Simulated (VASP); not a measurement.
Output of a VASP run:

File OSZICAR:
```
       N       E                     dE             d eps       ncg     rms          rms(c)
DAV:   1     0.456910900786E+03    0.45691E+03   -0.25422E+04  2256   0.139E+03
DAV:   2    -0.258010582321E+02   -0.48271E+03   -0.47207E+03  2366   0.406E+02
DAV:   3    -0.544587838817E+02   -0.28658E+02   -0.27797E+02  2474   0.914E+01
DAV:   4    -0.551309030707E+02   -0.67212E+00   -0.66998E+00  2415   0.148E+01
DAV:   5    -0.551488340710E+02   -0.17931E-01   -0.17924E-01  2518   0.240E+00    0.406E+01
RMM:   6    -0.527414542114E+02    0.24074E+01   -0.10412E+01  2325   0.149E+01    0.166E+01
RMM:   7    -0.525045907822E+02    0.23686E+00   -0.19284E+00  2251   0.586E+00    0.590E+00
RMM:   8    -0.525345984079E+02   -0.30008E-01   -0.57482E-01  2291   0.302E+00    0.125E+00
RMM:   9    -0.525238079847E+02    0.10790E-01   -0.13828E-01  2123   0.165E+00    0.695E-01
RMM:  10    -0.525238204433E+02   -0.12459E-04   -0.24241E-02  2376   0.717E-01    0.161E-01
RMM:  11    -0.525241723264E+02   -0.35188E-03   -0.62219E-03  2501   0.348E-01    0.700E-02
RMM:  12    -0.525241910916E+02   -0.18765E-04   -0.11052E-03  2634   0.159E-01    0.566E-02
RMM:  13    -0.525241764931E+02    0.14599E-04   -0.28226E-04  2068   0.640E-02    0.253E-02
RMM:  14    -0.525241749050E+02    0.15880E-05   -0.10047E-04  2058   0.401E-02    0.231E-02
RMM:  15    -0.525241754342E+02   -0.52917E-06   -0.17398E-05  1208   0.165E-02
   1 F= -.52524175E+02 E0= -.52524175E+02  d E =-.525242E+02
       N       E                     dE             d eps       ncg     rms          rms(c)
DAV:   1    -0.525247011063E+02   -0.52620E-03   -0.97798E-02  2383   0.121E+00    0.316E-01
RMM:   2    -0.525249931970E+02   -0.29209E-03   -0.39186E-03  1966   0.297E-01    0.143E-01
RMM:   3    -0.525250532268E+02   -0.60030E-04   -0.70422E-04  1983   0.133E-01    0.711E-02
RMM:   4    -0.525250562312E+02   -0.30044E-05   -0.98409E-05  1849   0.560E-02
   2 F= -.52525056E+02 E0= -.52525056E+02  d E =-.880797E-03
```

### OUTCAR
```
------------------------ aborting loop because EDIFF is reached ----------------------------------------
  FORCE on cell =-STRESS in cart. coord.  units (eV):
  Direction    XX          YY          ZZ          XY          YZ          ZX
  --------------------------------------------------------------------------------------
  Total       -0.1232101     -0.1232101     -0.1101532      0.0000000      0.0000000      0.0000000
  in kB       -1.9101254     -1.9101254     -1.7077042      0.0000000      0.0000000      0.0000000
  external PRESSURE =      -1.8426517 kB  Pullay stress =       0.0000000 kB
  volume of cell :      103.35
      direct lattice vectors                 reciprocal lattice vectors
     3.130700000  0.000000000  0.000000000     0.319417383  0.184415713  0.000000000
    -1.565350000  2.711265710  0.000000000     0.000000000  0.368831427  0.000000000
     0.000000000  0.000000000 12.175350508     0.000000000  0.000000000  0.082133159
 POSITION                                       TOTAL-FORCE (eV/Angst)
 -----------------------------------------------------------------------------------
      1.56535      0.90375      9.13151         0.000000     -0.000000      0.000000
     -0.00000      1.80751      3.04384        -0.000000      0.000000      0.000000
      1.56535      0.90375      4.60690        -0.000000      0.000000     -0.002711
     -0.00000      1.80751     10.69458         0.000000     -0.000000     -0.002711
     -0.00000      1.80751      7.56845        -0.000000     -0.000000      0.002711
      1.56535      0.90375      1.48078        -0.000000      0.000000      0.002711
 -----------------------------------------------------------------------------------
    total drift:                               -0.002587      0.001494     -0.000858
  FREE ENERGIE OF THE ION-ELECTRON SYSTEM (eV)
  ---------------------------------------------------
  free  energy   TOTEN  =       -52.5250562312 eV

  energy  without entropy=      -52.5250562312  energy(sigma->0) =      -52.52505623

 reached required accuracy - stopping structural energy minimisation
```
(Selected blocks of OUTCAR.)

POSCAR:
```
WS2
1
    3.1306999999     0.0000000000     0.0000000000
   -1.5653500000     2.7112657100     0.0000000000
    0.0000000000     0.0000000000    12.1753505076
W S
2 4
Direct
  0.6666670000   0.3333330000   0.7500000000
  0.3333330000   0.6666670000   0.2500000000
  0.6666670000   0.3333330000   0.3780000000
  0.3333330000   0.6666670000   0.8780000000
  0.3333330000   0.6666670000   0.6220000000
  0.6666670000   0.3333330000   0.1220000000
```

### Question
Reconstruct the remaining input files.

### Answer
This is not unique; one that fits is the input of the run itself, LDA (Ceperley-Alder, Perdew-Zunger), plane waves, VASP's LDA PAW potentials (set 64).

**KPOINTS**
```
Automatic mesh
0
Gamma
11 11 3
0 0 0
```

INCAR:
```
ALGO  =  Fast
EDIFF  =  1E-5
EDIFFG  =  -0.03
ENCUT  =  400
IBRION  =  2
ISIF  =  2
ISMEAR  =  0
LASPH  =  .True.
LCHARG  =  .False.
LMAXMIX  =  6
LREAL  =  .False.
LWAVE  =  .False.
NELM  =  100
NELMIN  =  4
NSW  =  20
PREC  =  Normal
SIGMA  =  0.05
SYSTEM  =  WS2
```

POTCAR, in this order: W_sv S (LDA.64 set). Program: vasp_std.

The compound is WS2 in the 2H layered structure. This run relaxes the ions in a fixed cell. Symmetry was kept, so distortions that lower it aren't found.
